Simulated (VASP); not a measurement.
# Ga3BiO4 (I-42m) in VASP: single point with PBEsol

Aim: the single point of Ga3BiO4 with PBEsol.

All numbers are computed with VASP 6.6.1; they aren't measurements. Logs are shortened: lines on timing, memory, paths and dates and some standing lists are left out, and cuts for length are marked.

### 1 The crystal as given

The structure is tetragonal, space group I-42m (No. 121). The conventional cell has a = 4.344 Å, b = 4.344 Å, c = 12.787 Å, α = 90.00°, β = 90.00°, γ = 90.00°. Around Ga (site symmetry -4) lie 4 O at 1.88 Å. Ga (site symmetry -42m) has 4 O at 2.64 Å as nearest neighbours. Around Bi (site symmetry -42m) lie 4 O at 2.59 Å. Around O (site symmetry m) lie 2 Ga at 1.88 Å.

The cell was built by a generator and needn't be a form met in nature.

### 2 Single point, PBEsol

INCAR reads:

```
ALGO     = Normal         # electronic algorithm
EDIFF    = 1E-7           # SCF threshold, eV
ENCUT    = 520            # plane-wave cutoff, eV
GGA      = PS             # functional
ISIF     = 2              # what is computed and relaxed
ISMEAR   = 0              # smearing method
KPAR     = 4            
LASPH    = T              # aspherical terms in the spheres
LCHARG   = F              # write CHGCAR
LREAL    = F              # projectors in reciprocal space
LWAVE    = F              # write WAVECAR
NBANDS   = 49             # bands
NELM     = 60             # most SCF steps
PREC     = Accurate       # precision mode
SIGMA    = 0.1            # smearing width, eV
```

KPOINTS reads:

```
k-points
0
Gamma
  10 10 10
```

POSCAR reads:

```
Ga3BiO4
1.0
   -2.1721300000      2.1721300000      6.3933100000
    2.1721300000     -2.1721300000      6.3933100000
    2.1721300000      2.1721300000     -6.3933100000
Ga Bi O
3 1 4
Direct
    0.2500000000      0.7500000000      0.5000000000
    0.7500000000      0.2500000000      0.5000000000
    0.0000000000      0.0000000000      0.0000000000
    0.5000000000      0.5000000000      0.0000000000
    0.0906710000      0.0906710000      0.5125020000
    0.4218310000      0.9093290000      0.0000000000
    0.5781690000      0.5781690000      0.4874980000
    0.9093290000      0.4218310000      0.0000000000
```

Potentials or basis: VASP PAW PBE potentials, release 64 (Ga_d, Bi_d, O).

On the command line:

```sh
cat potpaw_PBE.64/Ga_d/POTCAR potpaw_PBE.64/Bi_d/POTCAR potpaw_PBE.64/O/POTCAR > POTCAR
mpirun -np 4 vasp_std > vasp.out
```

OUTCAR:

```text
EDIFF = 1E-7
   ENCUT = 520
   GGA = PS
   ISIF = 2
   ISMEAR = 0
   LASPH = T
   LREAL = F
   NELM = 60
   PREC = Accurate

 ion  position               nearest neighbor table
   1  0.250  0.750  0.500-   5 1.88   6 1.88   7 1.88   8 1.88
   2  0.750  0.250  0.500-   5 1.88   7 1.88   8 1.88   6 1.88
   3  0.000  0.000  0.000-   4 3.07   4 3.07   4 3.07   4 3.07
   4  0.500  0.500  0.000-   5 2.59   6 2.59   8 2.59   7 2.59   3 3.07   3 3.07   3 3.07   3 3.07

   5  0.091  0.091  0.513-   1 1.88   2 1.88   4 2.59
   6  0.422  0.909  0.000-   2 1.88   1 1.88   4 2.59
   7  0.578  0.578  0.487-   1 1.88   2 1.88   4 2.59
   8  0.909  0.422  0.000-   1 1.88   2 1.88   4 2.59

  LATTYP: Found a body centered tetragonal cell.
 ALAT       =     4.3442600000
 C/A-ratio  =     2.9433367248

  Lattice vectors:

 A1 = (  -2.1721300000,   2.1721300000,   6.3933100000)
 A2 = (   2.1721300000,  -2.1721300000,   6.3933100000)
 A3 = (   2.1721300000,   2.1721300000,  -6.3933100000)

Analysis of symmetry for initial positions (statically):
=====================================================================
 Subroutine PRICEL returns:
 Original cell was already a primitive cell.

 Routine SETGRP: Setting up the symmetry group for a
 body centered tetragonal supercell.

 Subroutine GETGRP returns: Found  8 space group operations
 (whereof  8 operations were pure point group operations)
 out of a pool of 16 trial point group operations.

The static configuration has the point symmetry D_2d.

Analysis of symmetry for dynamics (positions and initial velocities):
=====================================================================
 Subroutine PRICEL returns:
 Original cell was already a primitive cell.

 Routine SETGRP: Setting up the symmetry group for a
 body centered tetragonal supercell.

 Subroutine GETGRP returns: Found  8 space group operations
 (whereof  8 operations were pure point group operations)
 out of a pool of 16 trial point group operations.

The dynamic configuration has the point symmetry D_2d.

 Subroutine INISYM returns: Found  8 space group operations
 (whereof  8 operations are pure point group operations),
 and found     1 'primitive' translations

----------------------------------------------------------------------------------------

                                     Primitive cell

  volume of cell :     120.6584

  direct lattice vectors                    reciprocal lattice vectors
    -2.172130000  2.172130000  6.393310000     0.000000000  0.230188801  0.078206750
     2.172130000 -2.172130000  6.393310000     0.230188801  0.000000000  0.078206750
     2.172130000  2.172130000 -6.393310000     0.230188801  0.230188801  0.000000000

  length of vectors
     7.093004316  7.093004316  7.093004316     0.243111456  0.243111456  0.325536124

  position of ions in fractional coordinates (direct lattice)
     0.250000000  0.750000000  0.500000000
     0.750000000  0.250000000  0.500000000
     0.000000000  0.000000000  0.000000000
     0.500000000  0.500000000  0.000000000
     0.090671000  0.090671000  0.512502000
     0.421831000  0.909329000  0.000000000
     0.578169000  0.578169000  0.487498000
     0.909329000  0.421831000  0.000000000

  ion indices of the primitive-cell ions
   primitive index   ion index
                 1           1
                 2           2
                 3           3
                 4           4
                 5           5
                 6           6
                 7           7
                 8           8

----------------------------------------------------------------------------------------

 KPOINTS: k-points

Automatic generation of k-mesh.
 Grid dimensions read from file:
 generate k-points for:   10   10   10

 Generating k-lattice:

  Cartesian coordinates                     Fractional coordinates (reciprocal lattice)
     0.000000000  0.023018880  0.007820675     0.100000000 -0.000000000  0.000000000
     0.023018880  0.000000000  0.007820675    -0.000000000  0.100000000  0.000000000
     0.023018880  0.023018880  0.000000000     0.000000000  0.000000000  0.100000000

  Length of vectors
     0.024311146  0.024311146  0.032553612

  Shift w.r.t. Gamma in fractional coordinates (k-lattice)
     0.000000000  0.000000000  0.000000000

 Subroutine IBZKPT returns following result:
 ===========================================

 Found    102 irreducible k-points:

 Following reciprocal coordinates:
            Coordinates               Weight
  0.000000  0.000000  0.000000      1.000000
  0.100000 -0.000000  0.000000      8.000000
  0.200000 -0.000000  0.000000      8.000000
  0.300000 -0.000000  0.000000      8.000000
  0.400000 -0.000000  0.000000      8.000000
  0.500000  0.000000  0.000000      4.000000
[... 16 lines left out ...]
  0.300000  0.300000  0.000000      8.000000
  0.400000  0.300000  0.000000     16.000000
 [... further k-points ...]
   k-points           NKPTS =    102   k-points in BZ     NKDIM =    102   number of bands    NBANDS=     49
   number of dos      NEDOS =    301   number of ions     NIONS =      8
   total plane-waves  NPLWV = 157464
   dimension x,y,z NGX =    54 NGY =   54 NGZ =   54
   dimension x,y,z NGXF=   108 NGYF=  108 NGZF=  108
   ions per type =               3   1   4
   NGX,Y,Z   is equivalent  to a cutoff of  12.66, 12.66, 12.66 a.u.
   NGXF,Y,Z  is equivalent  to a cutoff of  25.31, 25.31, 25.31 a.u.
 SYSTEM =  unknown system
   PREC   = accura    normal or accurate (medium, high low for compatibility)
   ISTART =      0    job   : 0-new  1-cont  2-samecut
   ICHARG =      2    charge: 1-file 2-atom 10-const
   ISPIN  =      1    spin polarized calculation?
   LNONCOLLINEAR =      F non collinear calculations
   LSORBIT =      F    spin-orbit coupling
   LASPH  =      T    aspherical Exc in radial PAW
   ENCUT  =  520.0 eV  38.22 Ry    6.18 a.u.  13.19 13.19 13.19*2*pi/ulx,y,z
   NELM   =     60;   NELMIN=  2; NELMDL= -5     # of ELM steps
   EDIFF  = 0.1E-06   stopping-criterion for ELM
   LREAL  =      F    real-space projection
   EDIFFG = 0.1E-05   stopping-criterion for IOM
   NSW    =      0    number of steps for IOM
   IBRION =     -1    ionic relax: 0-MD 1-quasi-New 2-CG
   NFREE  =      0    steps in history (QN), initial steepest desc. (CG)
   ISIF   =      2    stress and relaxation
   ISYM   =      2    0-nonsym 1-usesym 2-fastsym
   POTIM  = 0.5000    time-step for ionic-motion
   TEBEG  =    0.0;   TEEND  =   0.0 temperature during run
   PSTRESS=    0.0 pullay stress
   NELECT =      78.0000    total number of electrons
   NUPDOWN=      -1.0000    fix difference up-down
   EMIN   =  10.00;   EMAX   =-10.00  energy-range for DOS
   EFERMI =   0.00;   METHOD = LEGACY
   ISMEAR =     0;   SIGMA  =   0.10  broadening in eV -4-tet -1-fermi 0-gaus
   EFERMI_NEDOS =   21; number of points for ismear=-14 and -15
   IALGO  =     38    algorithm
   IMIX   =      4    mixing-type and parameters
     AMIX     =   0.40;   BMIX     =  1.00
     AMIX_MAG =   1.60;   BMIX_MAG =  1.00
  volume/ion in A,a.u.               =      15.08       101.78
  Fermi-wavevector in a.u.,A,eV,Ry     =   1.415535  2.674973 27.262524  2.003739
  Thomas-Fermi vector in A             =   2.536963
   LORBIT       =      0    0 simple, 1 ext, 2 COOP (PROOUT), +10 PAW based schemes
   GGA     = PS    functional components
   LHFCALC =     F    Hartree Fock is set to
   AEXX    =    0.0000 exact exchange contribution
   IVDW    =     0    specifies the selected vdW correction
   LEPSILON=     F    determine dielectric tensor
   LRPA    =     F    only Hartree local field effects (RPA)
 non-spin polarized calculation
 Gauss-broadening in eV      SIGMA  =   0.10
  energy-cutoff  :      520.00
  volume of cell :      120.66
 maximum number of plane-waves:      3286
 NGX is ok and might be reduce to    54
   NGX = 27   NGY = 27   NGZ = 27

 number of electron      78.0000014 magnetization

 Free energy of the ion-electron system (eV)
  ---------------------------------------------------
  ext. energy  EPLUGINS =         0.00000000
  ---------------------------------------------------
  free energy    TOTEN  =       -45.45907505 eV

  energy without entropy =      -45.45408894  energy(sigma->0) =      -45.45658200

 E-fermi :   5.0253     XC(G=0): -10.7959

 val. band max:        5.0216940502   @ k =  -0.3000   0.5000   0.3000
 cond. band min:       5.0265018148   @ k =  -0.2000  -0.3000   0.2000
 fundamental gap:      0.0048077646
 Fermi energy:         5.0252866864

 k-point     1 :       0.0000    0.0000    0.0000
  band No.  band energies     occupation
      1     -18.0746      2.00000
      2     -18.0442      2.00000
      3     -18.0442      2.00000
      4     -17.9661      2.00000
      5     -17.9604      2.00000
      6     -14.4888      2.00000
[... 41 lines left out ...]
     48      11.6250      0.00000
     49      11.8343      0.00000

 k-point     2 :       0.1000   -0.0000    0.0000
  band No.  band energies     occupation
      1     -18.0740      2.00000
      2     -18.0447      2.00000
      3     -18.0441      2.00000
      4     -17.9664      2.00000
      5     -17.9593      2.00000
      6     -14.4630      2.00000
[... 41 lines left out ...]
     48      11.1896      0.00000
     49      11.3385      0.00000

 k-point     3 :       0.2000   -0.0000    0.0000
  band No.  band energies     occupation
      1     -18.0725      2.00000
      2     -18.0461      2.00000
      3     -18.0440      2.00000
      4     -17.9672      2.00000
      5     -17.9563      2.00000
      6     -14.3879      2.00000
[... 41 lines left out ...]
     48      11.3010      0.00000
     49      11.4663      0.00000

 k-point     4 :       0.3000   -0.0000    0.0000
  band No.  band energies     occupation
      1     -18.0707      2.00000
      2     -18.0479      2.00000
      3     -18.0438      2.00000
      4     -17.9681      2.00000
      5     -17.9526      2.00000
      6     -14.2721      2.00000
[... 977 lines left out ...]
     48      11.8525      0.00000
     49      12.1745      0.00000

 k-point    23 :       0.3000    0.3000    0.0000
  band No.  band energies     occupation
      1     -18.0675      2.00000
      2     -18.0477      2.00000
      3     -18.0474      2.00000
      4     -17.9725      2.00000
      5     -17.9452      2.00000
      6     -14.1015      2.00000
[... 41 lines left out ...]
     48      12.1446      0.00000
     49      12.8687      0.00000

 k-point    24 :       0.4000    0.3000    0.0000
  band No.  band energies     occupation
      1     -18.0664      2.00000
      2     -18.0490      2.00000
      3     -18.0474      2.00000
      4     -17.9742      2.00000
      5     -17.9422      2.00000
      6     -13.9969      2.00000
[... 41 lines left out ...]
     48      12.4555      0.00000
     49      12.7537      0.00000

 [... further k-points ...]
[... 5 lines left out ...]
  --------------------------------------------------------------------------------------
  -------------------------------------------------------------------------------------
  Total       -3.4115935     -3.4115935     -3.7844378      0.0000000     -0.0000000      0.0000000
  in kB      -45.3012810    -45.3012810    -50.2521417      0.0000000     -0.0000000      0.0000000
  external PRESSURE =     -46.9515679 kB  Pullay stress =       0.0000000 kB

 VOLUME and BASIS-vectors are now :
 -----------------------------------------------------------------------------
  energy-cutoff  :      520.00
  volume of cell :      120.66
      direct lattice vectors                 reciprocal lattice vectors
    -2.172130000  2.172130000  6.393310000     0.000000000  0.230188801  0.078206750
     2.172130000 -2.172130000  6.393310000     0.230188801  0.000000000  0.078206750
     2.172130000  2.172130000 -6.393310000     0.230188801  0.230188801  0.000000000

 POSITION                                       TOTAL-FORCE (eV/Angst)
 -----------------------------------------------------------------------------------
      2.17213      0.00000      3.19665        -0.000000      0.000000      0.000000
      0.00000      2.17213      3.19665        -0.000000      0.000000      0.000000
      0.00000      0.00000      0.00000        -0.000000      0.000000      0.000000
      0.00000      0.00000      6.39331        -0.000000      0.000000      0.000000
      1.11322      1.11322     -2.11721         0.013442      0.013442     -0.163631
      1.05891     -1.05891      8.51052        -0.013442      0.013442      0.163631
      1.05891      1.05891      4.27610        -0.013442     -0.013442     -0.163631
     -1.05891      1.05891      8.51052         0.013442     -0.013442      0.163631
 -----------------------------------------------------------------------------------
    total drift:                                0.000002      0.000002     -0.000001

  FREE ENERGIE OF THE ION-ELECTRON SYSTEM (eV)
  ---------------------------------------------------
  free  energy   TOTEN  =       -45.4590750529 eV

  energy  without entropy=      -45.4540889429  energy(sigma->0) =      -45.45658200
```

Wall time 6.3 min (4 MPI ranks of Intel Xeon Platinum 8259CL at 2.50GHz (Skylake/Cascade Lake), shared host); peak memory 0.75 GiB.

Results:

```
Free energy            : -45.4591 eV
Pressure               : -4.7 GPa
Largest force          : 0.165 eV/Å
Band gap on the k mesh : none (metal or under the smearing width)
```

Forces on the atoms (eV/Å):
```
Ga   0.000  0.000  0.000
Ga   0.000  0.000  0.000
Ga   0.000  0.000  0.000
Bi   0.000  0.000  0.000
O    0.013  0.013 -0.164
O   -0.013  0.013  0.164
O   -0.013 -0.013 -0.164
O    0.013 -0.013  0.164
```

Levels at points of the mesh, in eV from the Fermi level:
| k point | band 37 | band 38 | band 39 | band 40 | band 41 | band 42 |
| --- | --- | --- | --- | --- | --- | --- |
| (0.00, 0.00, 0.00) | -2.13 | -1.45 | -0.01 | -0.01 | 1.95 | 2.40 |
| (0.50, 0.00, 0.00) | -2.70 | -2.08 | 1.04 | 2.08 | 2.37 | 2.52 |
| (0.50, 0.50, 0.00) | -2.06 | -1.99 | -1.73 | -1.16 | 2.86 | 4.16 |
| (0.50, 0.50, 0.50) | -2.19 | -1.51 | -0.50 | -0.47 | -0.47 | 4.09 |

Caveat: the PAW data sets were made with another functional, which shifts forces and pressure a little; spin-orbit coupling is left out, which moves the levels of the heavy elements.
